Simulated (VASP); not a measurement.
**WO (relaxed from the zinc blende structure, space group F-43m): computed properties**

All values below come from r2SCAN meta-GGA, VASP's PBE PAW potentials (set 64) (plane waves; VASP).

```
Item                                                                                                      Result
----------------------------------  ----------------------------------------------------------------------------
space group                                                                                          F-43m (216)
cell                                a = 4.6807 Å, b = 4.6807 Å, c = 4.6807 Å, α = 90.00°, β = 90.00°, γ = 90.00°
volume per atom                                                                                   12.82 Å^3/atom
band gap (over mesh and band path)                                      none (metal, semimetal or under 0.01 eV)
density                                                                                              12.94 g/cm³
```

```cif
data_OW
_chemical_formula_sum 'W1 O1'
_space_group_name_H-M_alt 'P 1'
_space_group_IT_number 1
_cell_length_a 3.30976
_cell_length_b 3.30976
_cell_length_c 3.30976
_cell_angle_alpha 60.000
_cell_angle_beta 60.000
_cell_angle_gamma 60.000
loop_
_space_group_symop_operation_xyz
  'x, y, z'
loop_
_atom_site_label
_atom_site_type_symbol
_atom_site_fract_x
_atom_site_fract_y
_atom_site_fract_z
_atom_site_occupancy
W1 W 0.00000 0.00000 0.00000 1
O1 O 0.25000 0.25000 0.25000 1
```

Unless said otherwise, spin-orbit coupling is left out, though it shifts the bands of the heavy elements here.

The structure was generated: WO was put into the zinc blende type (F-43m), which need not be its known phase. It was relaxed first, which changed the volume by -30 %. Symmetry was kept, so distortions that lower it aren't found.
